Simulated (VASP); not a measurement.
These are r2SCAN meta-GGA, VASP's PBE PAW potentials (set 64) (plane waves; VASP) values and carry that method's errors.

A VASP calculation is set up with these files.

KPOINTS:
```
kpoints
0
gamma
  12 12 12
0 0 0
```

POSCAR:
```
TiCo
1
    2.9496880450     0.0000000000     0.0000000000
   -0.0000000000     2.9496880450    -0.0000000000
    0.0000000000     0.0000000000     2.9496880450
Ti Co
1 1
Direct
  0.0000000000   0.0000000000   0.0000000000
  0.5000000000   0.5000000000   0.5000000000
```

INCAR:
```
SYSTEM=TiCo
ISIF=2   ! forces and stress, cell fixed
NELM=100   ! most electronic steps
ENCUT=480   ! plane-wave cut-off (eV)
LCHARG=.FALSE.
PREC=Accurate
SIGMA=0.1
LASPH=.TRUE.   ! aspherical one-centre terms
LMAXMIX=4   ! l cut-off of mixed one-centre charges
LWAVE=.FALSE.
LMIXTAU=.TRUE.
ISMEAR=1   ! Methfessel-Paxton
METAGGA=R2SCAN
EDIFF=1E-7
ALGO=Normal   ! blocked Davidson
LREAL=.FALSE.   ! projection in real space or not
```

POTCAR, in this order: Ti_sv Co (PBE.64 set). Program: vasp_std.

What VASP printed:

**OSZICAR**
```
       N       E                     dE             d eps       ncg     rms          rms(c)
DAV:   1     0.140039616392E+03    0.14004E+03   -0.10395E+04  2352   0.185E+03
DAV:   2    -0.236728101539E+02   -0.16371E+03   -0.16117E+03  2412   0.415E+02
DAV:   3    -0.336978497711E+02   -0.10025E+02   -0.99480E+01  3752   0.113E+02
DAV:   4    -0.339971723303E+02   -0.29932E+00   -0.29781E+00  2932   0.162E+01
DAV:   5    -0.340087410685E+02   -0.11569E-01   -0.11568E-01  3434   0.295E+00    0.162E+01
DAV:   6    -0.292152973207E+02    0.47934E+01   -0.39813E+01  2806   0.103E+02    0.141E+01
DAV:   7    -0.273491601995E+02    0.18661E+01   -0.23921E+01  3532   0.583E+01    0.108E+01
DAV:   8    -0.267361164499E+02    0.61304E+00   -0.54234E+00  3566   0.260E+01    0.215E+00
DAV:   9    -0.267000324042E+02    0.36084E-01   -0.25794E-01  2620   0.573E+00    0.194E+00
DAV:  10    -0.266881378444E+02    0.11895E-01   -0.30033E-01  2858   0.832E+00    0.833E-01
DAV:  11    -0.267029177593E+02   -0.14780E-01   -0.71997E-02  2598   0.376E+00    0.162E-01
DAV:  12    -0.267078522201E+02   -0.49345E-02   -0.12496E-02  2704   0.139E+00    0.115E-01
DAV:  13    -0.267077681823E+02    0.84038E-04   -0.35309E-03  3088   0.614E-01    0.743E-02
DAV:  14    -0.267079000282E+02   -0.13185E-03   -0.31637E-04  2804   0.211E-01    0.406E-02
DAV:  15    -0.267080045446E+02   -0.10452E-03   -0.13128E-04  3012   0.116E-01    0.179E-02
DAV:  16    -0.267080031758E+02    0.13688E-05   -0.74804E-05  3222   0.126E-01    0.272E-02
DAV:  17    -0.267079997621E+02    0.34137E-05   -0.26931E-05  3268   0.694E-02    0.422E-03
DAV:  18    -0.267080001578E+02   -0.39562E-06   -0.69103E-07  2608   0.103E-02    0.348E-03
DAV:  19    -0.267079995530E+02    0.60478E-06   -0.65045E-07  3138   0.105E-02    0.730E-04
DAV:  20    -0.267080000103E+02   -0.45734E-06   -0.23409E-07  2088   0.580E-03    0.308E-04
DAV:  21    -0.267080000345E+02   -0.24154E-07   -0.18224E-08  1284   0.199E-03
   1 F= -.26708000E+02 E0= -.26707436E+02  d E =-.169114E-02
```

OUTCAR:
```
------------------------ aborting loop because EDIFF is reached ----------------------------------------
  FORCE on cell =-STRESS in cart. coord.  units (eV):
  Direction    XX          YY          ZZ          XY          YZ          ZX
  --------------------------------------------------------------------------------------
  Total        0.0667513      0.0667513      0.0667513     -0.0000000      0.0000000     -0.0000000
  in kB        4.1671775      4.1671775      4.1671775     -0.0000000      0.0000000     -0.0000000
  external PRESSURE =       4.1671775 kB  Pullay stress =       0.0000000 kB
  volume of cell :       25.66
      direct lattice vectors                 reciprocal lattice vectors
     2.949688045  0.000000000  0.000000000     0.339018901  0.000000000  0.000000000
     0.000000000  2.949688045  0.000000000     0.000000000  0.339018901  0.000000000
     0.000000000  0.000000000  2.949688045     0.000000000  0.000000000  0.339018901
 POSITION                                       TOTAL-FORCE (eV/Angst)
 -----------------------------------------------------------------------------------
      0.00000      0.00000      0.00000         0.000000      0.000000      0.000000
      1.47484      1.47484      1.47484         0.000000      0.000000      0.000000
 -----------------------------------------------------------------------------------
    total drift:                                0.000000      0.000000     -0.000000
  FREE ENERGIE OF THE ION-ELECTRON SYSTEM (eV)
  ---------------------------------------------------
  free  energy   TOTEN  =       -26.7080000345 eV

  energy  without entropy=      -26.7063088991  energy(sigma->0) =      -26.70743632
```
(Selected blocks of OUTCAR.)

The compound is TiCo in the CsCl type structure. It was relaxed first. The run is not spin-polarised, so no magnetic state was tried. The electron count is odd and the run is not spin-polarised, which forces a metal.
